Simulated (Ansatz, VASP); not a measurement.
# Ru16N3 (Ru(0001)) in two plane-wave programs, part 2 of 2

Wanted: the spread between two codes on one cell, functional and k mesh. The structure shown is the end of the VASP relaxation below.

VASP 6.6.1 and Ansatz 0.2.0.

So far: Starting point; VASP: relaxation, PBE.

### Step 3. Ansatz: single point, PBE

Level of this step: Ansatz beside VASP: Kohn-Sham DFT, plane waves, PBE (Ansatz).

Ansatz runs on its default PAW (the set named soft_2) files.

The same cell, functional, mesh and smearing now go to Ansatz, which takes its cutoff from its data sets.

Contents of input.yaml:

```yaml
crystal:
  lattice:
    - [5.43333385, 0.0, 0.0]
    - [2.71666693, 4.70540514, 0.0]
    - [0.0, 0.0, 21.4119356]
  atoms:
    - { symbol: Ru, position: [0.83333333, 0.33333333, 0.35027193] }
    - { symbol: Ru, position: [0.33333333, 0.33333333, 0.35027193] }
    - { symbol: Ru, position: [0.83333333, 0.83333333, 0.35027193] }
    - { symbol: Ru, position: [0.33333333, 0.83333333, 0.35027193] }
    - { symbol: Ru, position: [0.0, 0.0, 0.45009064] }
    - { symbol: Ru, position: [0.5, 0.0, 0.45009064] }
    - { symbol: Ru, position: [0.0, 0.5, 0.45009064] }
    - { symbol: Ru, position: [0.5, 0.5, 0.45009064] }
    - { symbol: Ru, position: [0.83718947, 0.33140526, 0.54941387] }
    - { symbol: Ru, position: [0.33140526, 0.33140526, 0.54941387] }
    - { symbol: Ru, position: [0.83333333, 0.83333333, 0.55190805] }
    - { symbol: Ru, position: [0.33140526, 0.83718947, 0.54941387] }
    - { symbol: Ru, position: [0.99772067, 0.99772067, 0.65397424] }
    - { symbol: Ru, position: [0.50455866, 0.99772067, 0.65397424] }
    - { symbol: Ru, position: [0.99772067, 0.50455866, 0.65397424] }
    - { symbol: Ru, position: [0.5, 0.5, 0.65048856] }
    - { symbol: "N", position: [0.33259097, 0.33259097, 0.70639754] }
    - { symbol: "N", position: [0.83481806, 0.33259097, 0.70639754] }
    - { symbol: "N", position: [0.33259097, 0.83481806, 0.70639754] }
hamiltonian:
  xc: pbe
  pseudopotentials: { kind: paw }
kpoints:
  mp_grid: { grid: [6, 6, 1] }
scf:
  occupations: { method: methfessel_paxton, width: 0.15 }
  n_extra_bands: 8
efield:
  axis: 3
  dipole_correction: true
  ramp_width: 0.04
output:
  forces: true
  eigenvalues: true
```

Run with:

```
ansatz run input.yaml --threads 8 --pin off --max-ram 18432MiB --backend cpu --events-out ev --progress --plain --runs-dir out
```

Numbers of over 12 decimals in the logs are rounded to 6 here.

What it wrote:

```text
scf.n_extra_bands = 8 over 136 filled bands (N_el = 271.0): the run solves 144 bands
Engine: ansatz 0.2.0, aarch64-unknown-linux-gnu
Pseudopotentials: kind: paw
Pseudopotential: Ru, paw, valence charge 16, recommended cutoff 420 eV (normal), Ru.paw.azcp
Pseudopotential: N, paw, valence charge 5, recommended cutoff 420 eV (normal), N.paw.azcp
Functional definition: PBE
  parameter kappa = 0.804
  parameter beta = 0.066725
  exchange = pbe_x(kappa = kappa, mu = beta*pi^2/3)
  correlation = pbe_c(beta = beta)
Crystal: 19 atoms, lattice volume = 547.418 Å³
Basis set: ecut = 420 eV, 10637 PW (Γ), exchange–correlation on 80×80×288 points (8 copies of the dense FFT grid, shifted against one another)
Bands: 144, of which v1, the nominal top of the filled ones, is band 136 counted from 1 (135 counted from 0)
Symmetry: 6 space group operations
Space group: P3m1 (ITA 156), of the structure as read, at distance tolerance 8.2e-5 Å
k-points: 7 of 36 (time reversal used)
Non-local potential: Ru, projectors of the file, l = 0: 3, l = 1: 2, l = 2: 2, l = 3: 1
Non-local potential: N, projectors of the file, l = 0: 2, l = 1: 2, l = 2: 1
PAW form: soft (Blöchl's): semilocal exchange-correlation on the pseudo side does not see the compensation charge
PAW one-centre angular grid: Ru, 590 points (default); XC on 64 Gauss nodes
PAW one-centre angular grid: N, 110 points (default); XC on 64 Gauss nodes
Initial density: superposition of atomic densities (neutral atoms: chi_scale 0, normalization atom), corrected by the library's trained network
Initial wavefunctions: pseudopotential atomic-orbital guess
Functional: x = pbe(κ = 0.804, μ = 0.219515), c = pbe(β = 0.066725)
SCF iter   1: F=—  HF=-95202.998890 eV  |F-HF|=—  |Δ(HF+E_count)|=         —  Δρ=1.63e-2  dr2=1.83e1  ethr=1.77e-3  p=-0.068 e·Å  D=-2.24e-2 V/Å  ΔV_dip=0.48 eV  dr2_dipole=8.45e0  V_vac-E_F(+/−)=5.28/4.80 eV  ⟨swp⟩=7.4  Hψ=4374  notcnv=0
efield: sawtooth ramp at fractional position 0.0083 (placed from the atoms, in the widest stretch of the axis that holds none; the zero of the levels goes with the place), width 0.0400; the density the first Hamiltonian is built on has a dipole p = -0.068 e·Å; the dipole correction subtracts the counter field D = -2.24e-2 V/Å, which shifts the + side's vacuum level by +0.48 eV against the − side's; the planar-averaged density in the ramp window peaks in size at 1.0e-4 e/Å³
preconditioner: auto → LDOS  [metal: Δε(μ)=0.013 eV  Ē_g=4.208 eV  σ=0.150 eV  W_gap=0.07  n_scr=124 (ndim 8)  ℏωp=19.0 eV  f_vac=0.512  D(μ)=16.77/eV (n_scr^D=112)  β→1.0]
SCF iter   2: F=—  HF=-95202.582684 eV  |F-HF|=—  |Δ(HF+E_count)|=   4.16e-1  S|Δr|=    0.00e0  Δρ=6.03e-3  dr2=3.80e-1  ethr=1.77e-3  p=-0.217 e·Å  D=-7.18e-2 V/Å  ΔV_dip=1.54 eV  dr2_dipole=3.57e-3  V_vac-E_F(+/−)=6.46/4.92 eV  ⟨swp⟩=1.6  Hψ=1288  notcnv=0  defer=2
SCF iter   3: F=—  HF=-95202.598556 eV  |F-HF|=—  |Δ(HF+E_count)|=   1.59e-2  S|Δr|=    0.00e0  Δρ=3.70e-3  dr2=1.94e-1  ethr=1.40e-4  p=-0.203 e·Å  D=-6.73e-2 V/Å  ΔV_dip=1.44 eV  dr2_dipole=3.18e-3  V_vac-E_F(+/−)=6.47/5.03 eV  ⟨swp⟩=3.1  Hψ=2176  notcnv=0  defer=2
SCF iter   4: F=—  HF=-95202.576463 eV  |F-HF|=—  |Δ(HF+E_count)|=   2.21e-2  S|Δr|=    0.00e0  Δρ=1.50e-3  dr2=3.35e-2  ethr=7.17e-5  p=-0.207 e·Å  D=-6.84e-2 V/Å  ΔV_dip=1.46 eV  dr2_dipole=1.13e-3  V_vac-E_F(+/−)=6.50/5.03 eV  ⟨swp⟩=2.0  Hψ=1425  notcnv=0  defer=2
SCF iter   5: F=—  HF=-95202.575382 eV  |F-HF|=—  |Δ(HF+E_count)|=   1.08e-3  S|Δr|=    0.00e0  Δρ=2.32e-4  dr2=7.88e-4  ethr=1.23e-5  p=-0.209 e·Å  D=-6.90e-2 V/Å  ΔV_dip=1.48 eV  dr2_dipole=4.05e-5  V_vac-E_F(+/−)=6.51/5.04 eV  ⟨swp⟩=2.0  Hψ=1515  notcnv=0  defer=2
SCF iter   6: F=—  HF=-95202.575402 eV  |F-HF|=—  |Δ(HF+E_count)|=   1.98e-5  S|Δr|=    0.00e0  Δρ=7.55e-5  dr2=6.11e-5  ethr=2.91e-7  p=-0.209 e·Å  D=-6.89e-2 V/Å  ΔV_dip=1.48 eV  dr2_dipole=4.80e-7  V_vac-E_F(+/−)=6.52/5.05 eV  ⟨swp⟩=3.3  Hψ=2125  notcnv=0  defer=2
SCF iter   7: F=—  HF=-95202.576606 eV  |F-HF|=—  |Δ(HF+E_count)|=   1.20e-3  S|Δr|=    0.00e0  Δρ=3.86e-5  dr2=3.46e-5  ethr=2.25e-8  p=-0.208 e·Å  D=-6.89e-2 V/Å  ΔV_dip=1.47 eV  dr2_dipole=4.57e-8  V_vac-E_F(+/−)=6.53/5.05 eV  ⟨swp⟩=2.9  Hψ=2059  notcnv=0
SCF iter   8: F=—  HF=-95202.576606 eV  |F-HF|=—  |Δ(HF+E_count)|=   5.24e-7  S|Δr|=    0.00e0  Δρ=1.53e-5  dr2=2.71e-6  ethr=1.28e-8  p=-0.208 e·Å  D=-6.88e-2 V/Å  ΔV_dip=1.47 eV  dr2_dipole=4.91e-7  V_vac-E_F(+/−)=6.53/5.06 eV  ⟨swp⟩=2.1  Hψ=1567  notcnv=0
SCF iter   9: F=—  HF=-95202.576611 eV  |F-HF|=—  |Δ(HF+E_count)|=   4.88e-6  S|Δr|=    0.00e0  Δρ=4.88e-6  dr2=2.60e-7  ethr=1.00e-9  p=-0.208 e·Å  D=-6.87e-2 V/Å  ΔV_dip=1.47 eV  dr2_dipole=2.78e-8  V_vac-E_F(+/−)=6.53/5.06 eV  ⟨swp⟩=2.9  Hψ=1886  notcnv=0
SCF iter  10: F=-95202.576612 eV  HF=-95202.576612 eV  |F-HF|=6.74e-8  |Δ(HF+E_count)|=   4.63e-7  S|Δr|=    0.00e0  Δρ=2.06e-6  dr2=5.83e-8  ethr=3.69e-11  p=-0.208 e·Å  D=-6.87e-2 V/Å  ΔV_dip=1.47 eV  dr2_dipole=2.63e-8  V_vac-E_F(+/−)=6.53/5.06 eV  ⟨swp⟩=8.4  Hψ=4439  notcnv=0
SCF 1 converged in 10 iterations: F = -95202.576612 eV  dr2 = 5.83e-8
  greatest PAW one-centre occupation: 0.998 electrons in one spin orbital (limit 2), on the Ru atom at site 2 (counted from 0), in its partial waves of l = 0
SCF converged after 10 iterations
Stability not checked: this state was not tested for a lower state beside it, because cold or Methfessel-Paxton smearing, or corrected tetrahedra, fill the levels in a way that the test cannot read (fill_not_monotonic; see scf.lower_state_search)
Free energy (F): -95202.576612 eV
Harris-Foulkes:  -95202.576612 eV  (|F-HF|=6.74e-8)
Internal energy: -95202.579031 eV  (E = F + TS)
E sigma→0 (E₀):  -95202.577216 eV
Entropy (-TS):   0.002419 eV (0.127 meV/atom)
Fermi energy:    6.479505 eV
Dipole field:    D = -0.068581 V/Å  (p = -0.207473 e·Å, saw-weighted, corrected)
Work function:   Φ+ = 6.5273 eV   Φ− = 5.0589 eV
Levels:          The Fermi level and band energies are counted from a zero that moves with the ramp; work functions are not
--- Per-component energies (eV) ---
  E_band       = -5254.671077
  E_kinetic    = 8592.472279
  E_local      = -335692.084548  (includes V_loc(G=0)·N_el)
  E_nonlocal   = 5630.740867
  E_hartree    = 161930.466515
  E_xc         = -3216.596409
  E_vxc        = -4039.624628  (∫ρ·V_xc dr)
  E_paw        = -55750.873261  (= ΣΔE_a)
  E_vpaw       = -3600.750203  (= ΣTr[D̂ρ^β])
  E_aug_tail   = -0.002829  (compensation charges beyond the density's cutoff)
  E_efield     = 0.007114  (sawtooth field / dipole correction)
  E_vefield    = -6.386112  (∫n·V_field dr)
  E_ewald      = 123303.291241
  E_smearing   = 0.002419  (= −TS)
  E_closure    = 0.000000  (closes the sum)
  Σ components = -95202.576612   (vs F -95202.576612, Δ=0.00e0)
--- Forces (eV/Å), atoms counted from 1 ---
  atom   1  Ru     0.03236311    -0.01868485     0.77142168
  atom   2  Ru    -0.03236311    -0.01868485     0.77142168
  atom   3  Ru    -0.00000000    -0.00000000     0.79811493
  atom   4  Ru     0.00000000     0.03736970     0.77142168
  atom   5  Ru    -0.15003480    -0.08662263    -1.09445975
  atom   6  Ru     0.15003480    -0.08662263    -1.09445975
  atom   7  Ru     0.00000000     0.17324526    -1.09445975
  atom   8  Ru     0.00000000     0.00000000    -0.33063021
  atom   9  Ru    -0.03834425     0.02213806     0.04525768
  atom  10  Ru     0.03834425     0.02213806     0.04525768
  atom  11  Ru     0.00000000    -0.00000000    -0.02155413
  atom  12  Ru    -0.00000000    -0.04427612     0.04525768
  atom  13  Ru     0.11416548     0.06591347     0.15304029
  atom  14  Ru    -0.11416548     0.06591347     0.15304029
  atom  15  Ru    -0.00000000    -0.13182694     0.15304029
  atom  16  Ru    -0.00000000     0.00000000     0.17193971
  atom  17  N     -0.03643852    -0.02103779    -0.08121054
  atom  18  N      0.03643852    -0.02103779    -0.08121054
  atom  19  N      0.00000000     0.04207558    -0.08121054
  max |Σ_I F_I| component: 1.84e-5 eV/Å
--- Band table (eV; the first three rows and the last of 7) ---
  k-point 0: bands = [... 132 lower, 7.0056, 7.0056, 7.1136, 7.2828, 7.2902, 7.2902, 7.3851, 7.3851, ... 4 higher]
  k-point 1: bands = [... 132 lower, 6.6331, 6.6365, 6.8728, 6.8918, 7.0038, 7.1216, 7.1784, 7.2724, ... 4 higher]
  k-point 2: bands = [... 132 lower, 6.1132, 6.1704, 6.3903, 6.3936, 6.6615, 6.6863, 6.7364, 6.7389, ... 4 higher]
  k-point 6: bands = [... 132 lower, 5.9973, 6.0012, 6.1056, 6.3718, 6.4083, 6.5737, 6.6861, 6.7283, ... 4 higher]
```

Elapsed: 19 s, on 8 threads of Arm Neoverse N1, shared host; peak memory 2.6 GiB; 2.4 min of CPU time.

In the SCF lines HF is the Harris–Foulkes energy and dr2 the Hartree energy of the density residual, in eV; the loop may stop once dr2 is under the threshold and the program's other checks hold. Hψ counts applications of the Hamiltonian.

### Step 4. Differences

Known differences besides the potentials themselves: the data sets hold 271 valence electrons in Ansatz (default PAW (the set named soft_2) files) and 143 in VASP; the cutoff is 420 eV in Ansatz and 440 eV in VASP (PREC = Normal, projectors in real space). Total energies have different zeros and are not compared.

Forces on 10 of the 19 atoms, those with the largest forces and the largest differences (eV/Å; atoms numbered as in POSCAR):

```csv
atom,"Ansatz x, y, z","VASP x, y, z"
Ru1,"0.032, -0.019, 0.771","0.031, -0.018, 0.881"
Ru2,"-0.032, -0.019, 0.771","-0.031, -0.018, 0.881"
Ru3,"0.000, 0.000, 0.798","0.000, 0.000, 0.907"
Ru4,"0.000, 0.037, 0.771","0.000, 0.036, 0.881"
Ru5,"-0.150, -0.087, -1.094","-0.142, -0.082, -1.081"
Ru6,"0.150, -0.087, -1.094","0.142, -0.082, -1.081"
Ru7,"0.000, 0.173, -1.094","0.000, 0.165, -1.081"
Ru13,"0.114, 0.066, 0.153","0.009, 0.005, -0.013"
Ru14,"-0.114, 0.066, 0.153","-0.009, 0.005, -0.013"
Ru15,"0.000, -0.132, 0.153","0.000, -0.011, -0.013"
```

The forces differ by 65 meV/Å r.m.s., which is 18.6 % of the r.m.s. force of 0.35 eV/Å (both taken over all components, held atoms included). VASP's last cycles still show a density residual of 3e-03, so its state may not be settled.

### Step 5. Other set-ups

Further runs change the set-up of one program: Ansatz's method, potentials or start, or VASP's data sets, cutoff or form of LDA. The table gives Ansatz less VASP for each quantity, since a change that brings one quantity closer may part another.

```csv
run,r.m.s. force difference (meV/Å)
as above,65
Ansatz's larger PAW set (cutoff 900 eV),61
norm-conserving potentials (cutoff 1240 eV),58
```

### Step 6. What came out

```
r.m.s. force difference (single point, PBE) : 19 % of the r.m.s. force
```

The r.m.s. force difference is 19 % of the r.m.s. force (single point, PBE), beyond the 3 % picked in this series as the mark of a large difference. For single point, PBE, no further run moves any of the tabulated differences by more than a quarter of its size. How closely two codes agree says nothing of how well the functional describes the real material.

[Lines on the potential files, build, host, timing and source positions are cut from VASP's logs without a mark.]

[Logs are printed without paths, hosts, clocks, repeated set-up lines and the standing remarks that a program may print on its own settings, such as how far it seeks lower states.]

[Hosts, paths, dates, database ids (printed as entryN), source tags and the programs' standing remarks are cut or masked in the printed files.]
